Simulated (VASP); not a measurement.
Output of a VASP run:

**OUTCAR**
```
 ion  position               nearest neighbor table
   1  0.667  0.667  0.000-   2 2.54   2 2.54   2 2.54   2 2.54   3 2.54   3 2.54   3 2.54   3 2.54
                             3 2.54   2 2.55
   2  0.333  0.333  0.000-   1 2.54   1 2.54   1 2.54   1 2.54   3 2.54   3 2.54   3 2.54   3 2.54
                             3 2.54   1 2.55
   3  0.000  0.000  0.000-   1 2.54   1 2.54   1 2.54   2 2.54   1 2.54   2 2.54   2 2.54   2 2.54
                             1 2.54   2 2.54
  LATTYP: Found a body centered tetragonal cell.
 ALAT       =     3.1062777114
 C/A-ratio  =     2.4565839831
 Subroutine PRICEL returns:
 Original cell was already a primitive cell.
 Subroutine GETGRP returns: Found 16 space group operations
The static configuration has the point symmetry D_4h.
The dynamic configuration has the point symmetry D_4h.
 Subroutine INISYM returns: Found 16 space group operations
 Subroutine IBZKPT returns following result:
 Found    244 irreducible k-points:

 Following reciprocal coordinates:
            Coordinates               Weight
  0.000000  0.000000  0.000000      1.000000
  0.071429  0.000000  0.000000      8.000000
  0.142857  0.000000  0.000000      8.000000
  0.214286 -0.000000  0.000000      8.000000
  0.285714  0.000000  0.000000      8.000000
  0.357143 -0.000000  0.000000      8.000000
  0.428571 -0.000000  0.000000      8.000000
  0.500000  0.000000  0.000000      4.000000
  0.071429  0.071429  0.000000      8.000000
  0.142857  0.071429  0.000000     16.000000
  0.214286  0.071429  0.000000     16.000000
  0.285714  0.071429  0.000000     16.000000
  0.357143  0.071429  0.000000     16.000000
  0.428571  0.071429  0.000000     16.000000
  0.500000  0.071429  0.000000     16.000000
 -0.428571  0.071429 -0.000000     16.000000
 -0.357143  0.071429  0.000000     16.000000
 -0.285714  0.071429  0.000000     16.000000
 -0.214286  0.071429 -0.000000     16.000000
 -0.142857  0.071429 -0.000000     16.000000
 -0.071429  0.071429  0.000000      4.000000
  0.142857  0.142857  0.000000      8.000000
  0.214286  0.142857  0.000000     16.000000
  0.285714  0.142857  0.000000     16.000000
  0.357143  0.142857  0.000000     16.000000
  0.428571  0.142857  0.000000     16.000000
  0.500000  0.142857  0.000000     16.000000
 -0.428571  0.142857 -0.000000     16.000000
 -0.357143  0.142857 -0.000000     16.000000
 -0.285714  0.142857 -0.000000     16.000000
 -0.214286  0.142857 -0.000000     16.000000
 -0.142857  0.142857  0.000000      4.000000
  0.214286  0.214286  0.000000      8.000000
  0.285714  0.214286  0.000000     16.000000
  0.357143  0.214286  0.000000     16.000000
  0.428571  0.214286  0.000000     16.000000
  0.500000  0.214286  0.000000     16.000000
 -0.428571  0.214286 -0.000000     16.000000
 -0.357143  0.214286  0.000000     16.000000
 -0.285714  0.214286 -0.000000     16.000000
   k-points           NKPTS =    244   k-points in BZ     NKDIM =    244   number of bands    NBANDS=     15
   number of dos      NEDOS =    301   number of ions     NIONS =      3
   total plane-waves  NPLWV =  32768
   dimension x,y,z NGX =    32 NGY =   32 NGZ =   32
   dimension x,y,z NGXF=    64 NGYF=   64 NGZF=   64
   ions per type =               2   1
   PREC   = accura    normal or accurate (medium, high low for compatibility)
   ISTART =      0    job   : 0-new  1-cont  2-samecut
   ICHARG =      2    charge: 1-file 2-atom 10-const
   ISPIN  =      1    spin polarized calculation?
   LNONCOLLINEAR =      F non collinear calculations
   LSORBIT =      F    spin-orbit coupling
   INIWAV =      1    electr: 0-lowe 1-rand  2-diag
   ENCUT  =  500.0 eV  36.75 Ry    6.06 a.u.   8.03  8.03  8.03*2*pi/ulx,y,z
   NELM   =    100;   NELMIN=  2; NELMDL= -5     # of ELM steps
   EDIFF  = 0.1E-05   stopping-criterion for ELM
   LREAL  =      F    real-space projection
   NLSPLINE    = F    spline interpolate recip. space projectors
   LMAXMIX     =    6 max onsite mixed and CHGCAR
...
```

**OSZICAR**
```
...
DAV:   3    -0.241195115589E+02    0.44891E-04   -0.95401E-05  7908   0.794E-02    0.260E-02
DAV:   4    -0.241195001312E+02    0.11428E-04   -0.23293E-05  9112   0.470E-02    0.233E-02
DAV:   5    -0.241195007657E+02   -0.63449E-06   -0.30933E-06  6590   0.188E-02
   4 F= -.14186336E+02 E0= -.14186153E+02  d E =-.710107E-01
       N       E                     dE             d eps       ncg     rms          rms(c)
DAV:   1    -0.241115765588E+02    0.79236E-02   -0.25750E-03  8363   0.673E-01    0.163E-01
DAV:   2    -0.241114774533E+02    0.99105E-04   -0.51130E-04  8209   0.206E-01    0.206E-02
DAV:   3    -0.241114698802E+02    0.75731E-05   -0.16867E-05  7971   0.335E-02    0.109E-02
DAV:   4    -0.241114682211E+02    0.16591E-05   -0.40625E-06  8374   0.196E-02    0.985E-03
DAV:   5    -0.241114686274E+02   -0.40631E-06   -0.53079E-07  3821   0.793E-03
   5 F= -.14186332E+02 E0= -.14186149E+02  d E =-.710063E-01
       N       E                     dE             d eps       ncg     rms          rms(c)
DAV:   1    -0.241074496199E+02    0.40186E-02   -0.11567E-01  8477   0.356E+00    0.306E-01
DAV:   2    -0.241051163086E+02    0.23333E-02   -0.44360E-03  8979   0.590E-01    0.160E-01
DAV:   3    -0.241043914597E+02    0.72485E-03   -0.18224E-03  9266   0.350E-01    0.699E-02
DAV:   4    -0.241043843110E+02    0.71487E-05   -0.10626E-04  7866   0.830E-02    0.178E-02
DAV:   5    -0.241043829944E+02    0.13166E-05   -0.54194E-06  9518   0.206E-02    0.102E-02
DAV:   6    -0.241043832005E+02   -0.20606E-06   -0.19032E-07  4129   0.466E-03
   6 F= -.14187253E+02 E0= -.14187086E+02  d E =-.920697E-03
       N       E                     dE             d eps       ncg     rms          rms(c)
DAV:   1    -0.241064847782E+02   -0.21018E-02   -0.60614E-03  8442   0.815E-01    0.703E-02
DAV:   2    -0.241063636565E+02    0.12112E-03   -0.23192E-04  8993   0.136E-01    0.367E-02
DAV:   3    -0.241063257438E+02    0.37913E-04   -0.94334E-05  9252   0.814E-02    0.161E-02
DAV:   4    -0.241063251961E+02    0.54770E-06   -0.58822E-06  7824   0.198E-02
   7 F= -.14187340E+02 E0= -.14187163E+02  d E =-.100809E-02
       N       E                     dE             d eps       ncg     rms          rms(c)
DAV:   1    -0.241264545732E+02   -0.20129E-01   -0.20726E-02  8293   0.175E+00    0.400E-01
DAV:   2    -0.241258736371E+02    0.58094E-03   -0.24253E-03  8265   0.480E-01    0.709E-02
DAV:   3    -0.241257960550E+02    0.77582E-04   -0.13941E-04  8699   0.101E-01    0.262E-02
DAV:   4    -0.241257806536E+02    0.15401E-04   -0.31044E-05  9000   0.542E-02    0.245E-02
DAV:   5    -0.241257787651E+02    0.18885E-05   -0.35250E-06  8145   0.176E-02    0.909E-03
DAV:   6    -0.241257782398E+02    0.52526E-06   -0.71171E-07  3912   0.623E-03
   8 F= -.14187298E+02 E0= -.14187124E+02  d E =0.416406E-04
       N       E                     dE             d eps       ncg     rms          rms(c)
DAV:   1    -0.241148365801E+02    0.10942E-01   -0.69308E-03  8286   0.101E+00    0.232E-01
DAV:   2    -0.241146449143E+02    0.19167E-03   -0.80192E-04  8293   0.277E-01    0.412E-02
DAV:   3    -0.241146200420E+02    0.24872E-04   -0.46271E-05  8622   0.585E-02    0.151E-02
DAV:   4    -0.241146161723E+02    0.38697E-05   -0.10266E-05  9042   0.312E-02    0.141E-02
DAV:   5    -0.241146166974E+02   -0.52506E-06   -0.10791E-06  4255   0.101E-02
   9 F= -.14187395E+02 E0= -.14187219E+02  d E =-.551442E-04
```

### OUTCAR
```
------------------------ aborting loop because EDIFF is reached ----------------------------------------
  FORCE on cell =-STRESS in cart. coord.  units (eV):
  Direction    XX          YY          ZZ          XY          YZ          ZX
  --------------------------------------------------------------------------------------
  Total        9.9102981      9.9102981      9.8784336      0.0000000     -0.0000000      0.0000000
  in kB      449.2328616    449.2328616    447.7884447      0.0000000     -0.0000000      0.0000000
  external PRESSURE =      -1.2486107 kB  Pullay stress =     450.0000000 kB
  volume of cell :       35.34
      direct lattice vectors                 reciprocal lattice vectors
    -1.530245169  1.530245169  3.773494822     0.000000000  0.326745028  0.132503163
     1.530245169 -1.530245169  3.773494822     0.326745028  0.000000000  0.132503163
     1.530245169  1.530245169 -3.773494822     0.326745028  0.326745028  0.000000000
 POSITION                                       TOTAL-FORCE (eV/Angst)
 -----------------------------------------------------------------------------------
      0.00000      0.00000      5.03867         0.000000      0.000000      0.011889
      0.00000      0.00000      2.50832         0.000000      0.000000     -0.011889
      0.00000      0.00000      0.00000        -0.000000     -0.000000     -0.000000
 -----------------------------------------------------------------------------------
    total drift:                               -0.000000      0.000000     -0.000000
  FREE ENERGIE OF THE ION-ELECTRON SYSTEM (eV)
  ---------------------------------------------------
  free  energy   TOTEN  =       -24.1146166974 eV

  energy  without entropy=      -24.1140883692  energy(sigma->0) =      -24.11444059
  enthalpy is  TOTEN    =       -14.1873951266 eV   P V=        9.9272215708

 reached required accuracy - stopping structural energy minimisation
```
(Selected blocks of OUTCAR.)

### POSCAR
```
WSi2
1
   -1.5531388557     1.5531388557     3.8154160364
    1.5531388557    -1.5531388557     3.8154160364
    1.5531388557     1.5531388557    -3.8154160364
Si W
2 1
Direct
  0.6670338388   0.6670338388   0.0000000000
  0.3329661612   0.3329661612   0.0000000000
  0.0000000000   0.0000000000   0.0000000000
```

Q: Write an INCAR and KPOINTS that could have produced this output.

A: Several could match; the one computed here: the input of the run itself, PBE GGA, plane waves, VASP's PBE PAW potentials (set 64).

### INCAR
```
SYSTEM = WSi2
PREC = Accurate; ENCUT = 500; LREAL = .FALSE.
LASPH = .TRUE.
EDIFF = 1E-6; NELM = 100; ALGO = Normal
LMAXMIX = 6
ISMEAR = 1; SIGMA = 0.1
GGA = PE
IBRION = 2; NSW = 40; ISIF = 3
EDIFFG = -0.02; PSTRESS = 450
LWAVE = .FALSE.; LCHARG = .FALSE.
```

### KPOINTS
```
Automatic mesh
0
Gamma
14 14 14
0 0 0
```

POTCAR, in this order: Si W_sv (PBE.64 set). Program: vasp_std.

Energy and stress use the plane-wave basis of the starting cell.

The compound is WSi2 in the MoSi2 type structure. This run relaxes it under an external pressure of 45 GPa. Symmetry was kept, so distortions that lower it aren't found.
